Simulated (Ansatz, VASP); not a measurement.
**HfSi (CsCl type (invented)): VASP beside Ansatz**

Wanted: the spread between two codes on one cell, functional and k mesh. The cell is generated by rule, not measured, and may not be a known phase. The cell is taken from a series of runs on this material, whose earlier steps may have relaxed, scaled, displaced or heated it; both programs get it as it stands.

Main program and level: Ansatz 0.2.0; plane waves, with VASP 6.6.1 beside it; relaxation of cell and atoms at PBEsol.

### 1. The structure

It takes space group Pm-3m (No. 221, cubic). Conventional cell: a = 3.249 Å, b = 3.249 Å, c = 3.249 Å, α = 90.00°, β = 90.00°, γ = 90.00°. Nearest to Hf lie 8 Si at 2.81 Å. Si has 8 Hf at 2.81 Å nearest. Farther neighbours are not listed.

Coordinates:

```cif
data_structure
_symmetry_space_group_name_H-M 'P 1'
_symmetry_Int_Tables_number 1
_cell_length_a 3.2494
_cell_length_b 3.2494
_cell_length_c 3.2494
_cell_angle_alpha 90.000
_cell_angle_beta 90.000
_cell_angle_gamma 90.000
_cell_volume 34.31
loop_
_atom_site_label
_atom_site_type_symbol
_atom_site_fract_x
_atom_site_fract_y
_atom_site_fract_z
_atom_site_occupancy
Hf1 Hf 0.00000 0.00000 0.00000 1
Si2 Si 0.50000 0.50000 0.50000 1
```

### 2. VASP: relaxation of cell and atoms, PBEsol

The relaxed volume is the usual yardstick between codes: in a stiff, nearly cubic crystal its relative difference is about their pressure difference at one cell divided by the bulk modulus.

Lines of VASP's logs that name or quote its potential files are left out, and so is its time.

Input file INCAR:

```
SYSTEM = HfSi
PREC = Accurate
ENCUT = 500
EDIFF = 1E-07
NELM = 120
ISMEAR = 0
SIGMA = 0.1
LREAL = .FALSE.
ALGO = Normal
GGA = PS
NBANDS = 13
LASPH = .TRUE.
LORBIT = 11
LWAVE = .FALSE.
LCHARG = .FALSE.
ISIF = 3
IBRION = 2
NSW = 80
EDIFFG = -0.005
GGA_COMPAT = .FALSE.
NELMIN = 4
```

Input file POSCAR:

```
HfSi
1.0
    3.2493680000      0.0000000000      0.0000000000
    0.0000000000      3.2493680000      0.0000000000
    0.0000000000      0.0000000000      3.2493680000
Hf Si
1 1
Direct
    0.0000000000      0.0000000000      0.0000000000
    0.5000000000      0.5000000000      0.5000000000
```

Input file KPOINTS:

```
Automatic mesh
0
Gamma
14 14 14
0 0 0
```

Potentials, in the order of the species: Hf_pv and Si (PBE family, release 64).

Run with:

```sh
> mpirun -np 1 vasp_std
```

Numbers of over 12 decimals in the logs are rounded to 6 here.

The log of the run:

```text
[banner, memory and clock lines left out]
running    1 mpi-ranks, on    1 nodes
 distrk:  each k-point on    1 cores,    1 groups
 distr:  one band on    1 cores,    1 groups

 POSCAR found type information on POSCAR HfSi
 POSCAR found :  2 types and       2 ions
|                                                                             |
|               ----> ADVICE to this user running VASP <----                  |
|                                                                             |
|     You enforced a specific xc type in the INCAR file but a different       |
|     [... a line on the potential file left out ...]
|     I HOPE YOU KNOW WHAT YOU ARE DOING!                                     |
|                                                                             |

 LDA part: xc-table for (Slater+PW92), standard interpolation
 POSCAR, INCAR and KPOINTS ok, starting setup
 FFT: planning ... GRIDC
 FFT: planning ... GRID_SOFT
 FFT: planning ... GRID
 WAVECAR not read
 entering main loop
       N       E                     dE             d eps       ncg     rms          rms(c)
DAV:   1     0.215065041436E+02    0.21507E+02   -0.69739E+03  3120   0.949E+02
DAV:   2    -0.165052456514E+02   -0.38012E+02   -0.36275E+02  3992   0.187E+02
DAV:   3    -0.176147982037E+02   -0.11096E+01   -0.10887E+01  4070   0.219E+01
DAV:   4    -0.176235658495E+02   -0.87676E-02   -0.87519E-02  3570   0.239E+00
DAV:   5    -0.176236461600E+02   -0.80310E-04   -0.80304E-04  4010   0.211E-01    0.432E+01
DAV:   6    -0.169730030867E+02    0.65064E+00   -0.17113E+00  3570   0.665E+00    0.286E+01
DAV:   7    -0.169159023785E+02    0.57101E-01   -0.18047E-01  3855   0.303E+00    0.423E+00
DAV:   8    -0.169137406354E+02    0.21617E-02   -0.62432E-03  3590   0.496E-01    0.641E-01
DAV:   9    -0.169135085270E+02    0.23211E-03   -0.13447E-03  3760   0.277E-01    0.204E-01
DAV:  10    -0.169134932633E+02    0.15264E-04   -0.10303E-04  3595   0.550E-02    0.701E-02
DAV:  11    -0.169134917267E+02    0.15366E-05   -0.86279E-06  3670   0.150E-02    0.790E-03
DAV:  12    -0.169134914930E+02    0.23367E-06   -0.41001E-07  3843   0.349E-03    0.230E-03
DAV:  13    -0.169134914741E+02    0.18909E-07   -0.69408E-09  1900   0.631E-04
   1 F= -.16913491E+02 E0= -.16907592E+02  d E =-.169135E+02
 curvature:   0.00 expect dE= 0.000E+00 dE for cont linesearch  0.000E+00
 trial: gam= 0.00000 g(F)=  0.000E+00 g(S)=  0.185E-04 ort = 0.000E+00 (trialstep = 0.100E+01)
 search vector abs. value=  0.185E-04
 bond charge predicted
       N       E                     dE             d eps       ncg     rms          rms(c)
DAV:   1    -0.169135517672E+02   -0.60274E-04   -0.15037E-03  3280   0.299E-01    0.772E-02
DAV:   2    -0.169135047489E+02    0.47018E-04   -0.72145E-05  3375   0.682E-02    0.379E-02
DAV:   3    -0.169134918154E+02    0.12933E-04   -0.25238E-05  3605   0.383E-02    0.319E-02
DAV:   4    -0.169134912503E+02    0.56512E-06   -0.94621E-07  3938   0.670E-03    0.197E-02
DAV:   5    -0.169134914036E+02   -0.15337E-06   -0.28229E-07  3742   0.346E-03    0.588E-03
DAV:   6    -0.169134915568E+02   -0.15320E-06   -0.15857E-08  1740   0.771E-04    0.211E-04
DAV:   7    -0.169134915543E+02    0.25901E-08   -0.32816E-09  1655   0.332E-04
   2 F= -.16913492E+02 E0= -.16907601E+02  d E =-.801660E-07
 trial-energy change:   -0.000000  1 .order    0.000001   -0.000018    0.000020
 step:   0.5156(harm=  0.4749)  dis= 0.00000  next Energy=   -16.913496 (dE=-0.490E-05)
 bond charge predicted
       N       E                     dE             d eps       ncg     rms          rms(c)
DAV:   1    -0.169135112342E+02   -0.19677E-04   -0.35295E-04  3280   0.145E-01    0.375E-02
DAV:   2    -0.169135000558E+02    0.11178E-04   -0.16962E-05  3335   0.330E-02    0.184E-02
DAV:   3    -0.169134969210E+02    0.31348E-05   -0.59360E-06  3580   0.186E-02    0.155E-02
DAV:   4    -0.169134966481E+02    0.27287E-06   -0.21175E-07  3173   0.325E-03    0.955E-03
DAV:   5    -0.169134964576E+02    0.19053E-06   -0.84203E-08  1960   0.204E-03    0.280E-03
DAV:   6    -0.169134963881E+02    0.69434E-07   -0.10421E-08  1600   0.706E-04
   3 F= -.16913496E+02 E0= -.16907601E+02  d E =-.491405E-05
 curvature:  -0.24 expect dE=-0.310E-07 dE for cont linesearch -0.310E-07
 trial: gam= 0.00000 g(F)=  0.158E-68 g(S)=  0.131E-06 ort =-0.156E-05 (trialstep = 0.903E+00)
 search vector abs. value=  0.131E-06
 reached required accuracy - stopping structural energy minimisation
```

Parts of OUTCAR (step 2):

```text
ion  position               nearest neighbor table
   1  0.000  0.000  0.000-   2 2.81   2 2.81   2 2.81   2 2.81   2 2.81   2 2.81   2 2.81   2 2.81

  LATTYP: Found a simple cubic cell.
 ALAT       =     3.2493680000

 Subroutine GETGRP returns: Found 48 space group operations
 (whereof 48 operations were pure point group operations)

The static configuration has the point symmetry O_h .

 Found    120 irreducible k-points:

   k-points           NKPTS =    120   k-points in BZ     NKDIM =    120   number of bands    NBANDS=     13

   dimension x,y,z NGX =    24 NGY =   24 NGZ =   24
   dimension x,y,z NGXF=    48 NGYF=   48 NGZF=   48

   ENCUT  =  500.0 eV  36.75 Ry    6.06 a.u.   5.92  5.92  5.92*2*pi/ulx,y,z

   NELECT =      14.0000    total number of electrons

 k-points in reciprocal lattice and weights: Automatic mesh
   0.00000000  0.00000000  0.00000000       0.000
   0.07142857  0.00000000  0.00000000       0.002
   0.14285714  0.00000000  0.00000000       0.002
   0.21428571  0.00000000  0.00000000       0.002
   0.28571429  0.00000000  0.00000000       0.002
   0.35714286  0.00000000  0.00000000       0.002
   0.42857143  0.00000000  0.00000000       0.002
   0.50000000  0.00000000  0.00000000       0.001
   0.07142857  0.07142857  0.00000000       0.004
[...]
0.50000000  0.50000000  0.42857143       0.002
   0.50000000  0.50000000  0.50000000       0.000

 average (electrostatic) potential at core
       1 -34.4027       2 -81.5886

 E-fermi :   7.3183

 k-point     1 :       0.0000    0.0000    0.0000
  band No.  band energies     occupation
    ...
      2     -22.9010      2.00000
      3     -22.9010      2.00000
      4      -3.9816      2.00000
      5       5.3746      2.00000
      6       5.3746      2.00000
      7       9.3347      0.00000
      8       9.3347      0.00000
      9       9.3347      0.00000
     10      11.1077      0.00000
     11      11.1077      0.00000
    ...

 k-point     2 :       0.0714    0.0000    0.0000
  band No.  band energies     occupation
    ...
      2     -22.8992      2.00000
      3     -22.8992      2.00000
      4      -3.8921      2.00000
      5       5.2861      2.00000
      6       5.4242      2.00000
      7       9.0615      0.00000
      8       9.0615      0.00000
      9       9.1797      0.00000
     10      11.1364      0.00000
     11      11.4074      0.00000
    ...

 k-point     3 :       0.1429    0.0000    0.0000
  band No.  band energies     occupation
    ...
      2     -22.8942      2.00000
      3     -22.8942      2.00000
      4      -3.6280      2.00000
      5       4.9236      2.00000
      6       5.5691      2.00000
      7       8.5226      0.00000
      8       8.5226      0.00000
      9       9.0439      0.00000
     10      11.2187      0.00000
     11      12.0352      0.00000
    ...

  Total        0.0013474      0.0013474      0.0013474      0.0000000      0.0000000     -0.0000000
  in kB        0.0629610      0.0629610      0.0629610      0.0000000      0.0000000     -0.0000000
  external PRESSURE =       0.0629610 kB  Pullay stress =       0.0000000 kB

  energy-cutoff  :      500.00
  volume of cell :       34.29
      direct lattice vectors                 reciprocal lattice vectors
     3.248722693  0.000000000  0.000000000     0.307813284  0.000000000  0.000000000
    -0.000000000  3.248722693  0.000000000    -0.000000000  0.307813284  0.000000000
     0.000000000 -0.000000000  3.248722693    -0.000000000 -0.000000000  0.307813284

 POSITION                                       TOTAL-FORCE (eV/Angst)
 -----------------------------------------------------------------------------------
      0.00000      0.00000      0.00000         0.000000     -0.000000      0.000000
      1.62436      1.62436      1.62436        -0.000000      0.000000      0.000000
 -----------------------------------------------------------------------------------
    total drift:                                0.000000      0.000000      0.000000

  FREE ENERGIE OF THE ION-ELECTRON SYSTEM (eV)
  ---------------------------------------------------
  free  energy   TOTEN  =       -16.9134963881 eV

  energy  without entropy=      -16.9017060958  energy(sigma->0) =      -16.90760124

 reached required accuracy - stopping structural energy minimisation

 total charge
# of ion       s       p       d       tot
------------------------------------------
    1        0.344   6.395   1.721   8.460
    2        0.787   0.869   0.000   1.656
--------------------------------------------------
tot          1.131   7.264   1.721  10.116

[... 3 further parts left out ...]
```

CONTCAR:

```
HfSi
   1.00000000000000
     3.2487226926780552    0.0000000000000000    0.0000000000000000
    -0.0000000000000000    3.2487226926780552    0.0000000000000000
     0.0000000000000000   -0.0000000000000000    3.2487226926780552
  Hf              Si
     1     1
Direct
     0.0000000000000000    0.0000000000000000    0.0000000000000000
     0.5000000000000000    0.5000000000000000    0.5000000000000000
```

The run keeps the 48 symmetry operations of its start, so it cannot find a distortion of lower symmetry.

[end of part 1 of 2]

[Lines on the potential files, build, host, timing and source positions are cut from VASP's logs without a mark.]

[Logs are printed without paths, hosts, clocks, repeated set-up lines and the standing remarks that a program may print on its own settings, such as how far it seeks lower states.]

[Hosts, paths, dates, database ids (printed as entryN), source tags and the programs' standing remarks are cut or masked in the printed files.]
